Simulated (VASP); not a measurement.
Input:

```xyz
2
Lattice="1.8694 -3.2379 0.0000 1.8694 3.2379 0.0000 0.0000 0.0000 5.5908" Properties=species:S:1:pos:R:3 pbc="T T T"
Dy     1.8694     1.0793     1.3977
Dy     1.8694    -1.0793     4.1931
```

Calculation: PBE GGA, VASP's PBE PAW potentials (set 64) (plane waves; VASP). Numerical set-up: 480 eV cut-off, 10×10×6 Γ-centred mesh, first-order Methfessel-Paxton smearing of 0.10 eV, potentials Dy_3.

The 4f electrons are frozen in the core of the lanthanide potential, so 4f levels, which can set the real gap, and their magnetism are missing.

Give the stress tensor in GPa (positive for a compressed cell).

```
-2.78   0.00   0.00
 0.00  -2.78   0.00
 0.00   0.00  -1.16
```
The pressure is its mean diagonal, -2.24 GPa.

The compound is Dy in the hcp structure. This cell was strained or had an atom moved on purpose.
